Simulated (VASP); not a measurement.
An input for Quantum ESPRESSO's pw.x (written as the equivalent of a VASP run, and not itself run):

```
&CONTROL
  calculation = 'vc-relax'
  pseudo_dir = './pseudo'
  outdir = './out'
  tprnfor = .true.
  tstress = .true.
  nstep = 40
  forc_conv_thr = 0.00039
/
&SYSTEM
  ibrav = 0
  nat = 2
  ntyp = 1
  ecutwfc = 58
  occupations = 'smearing'
  smearing = 'methfessel-paxton'
  degauss = 0.00735
  input_dft = 'pbesol'
/
&ELECTRONS
  conv_thr = 7.3e-09
  electron_maxstep = 100
/
&IONS
/
&CELL
  press = 50
/
ATOMIC_SPECIES
  Hf 178.490 Hf.upf
CELL_PARAMETERS angstrom
     1.5555421   -2.6942780    0.0000000
     1.5555421    2.6942780   -0.0000000
    -0.0000000   -0.0000000    4.9302879
ATOMIC_POSITIONS crystal
  Hf   0.3333330  0.6666670  0.2500000
  Hf   0.6666670  0.3333330  0.7500000
K_POINTS automatic
  12 12 8 0 0 0
```

### Question
Write the VASP files for the same calculation (PBEsol).

### Answer
One answer among several that fit: 
**INCAR**
```
SYSTEM = Hf
PREC = Accurate
ENCUT = 480
EDIFF = 1E-7
NELM = 100
ALGO = Normal
LREAL = .FALSE.
LASPH = .TRUE.
ISMEAR = 1
SIGMA = 0.1
GGA = PS
LMAXMIX = 6
LWAVE = .FALSE.
LCHARG = .FALSE.
ISIF = 3
IBRION = 2
NSW = 40
EDIFFG = -0.01
PSTRESS = 50
```

File POSCAR:
```
Hf
1.0
  1.5555421458  -2.6942779916   0.0000000000
  1.5555421458   2.6942779916   0.0000000000
  0.0000000000   0.0000000000   4.9302879253
Hf
2
Direct
  0.3333330000   0.6666670000   0.2500000000
  0.6666670000   0.3333330000   0.7500000000
```

**KPOINTS**
```
Automatic mesh
0
Gamma
  12 12 8
```

POTCAR, in this order: Hf_pv (PBE.64 set). Program: vasp_std.

Limits of the translation: the potentials are each code's own (VASP's PAW set, PseudoDojo norm-conserving files in pw.x), so ENCUT and ecutwfc are chosen apart and not converted; conv_thr bounds pw.x's estimated SCF error, while EDIFF bounds the energy change between steps; forc_conv_thr acts on force components and is met together with etot_conv_thr.

The compound is Hf in the hcp structure. It was relaxed first under an external pressure of 5 GPa.
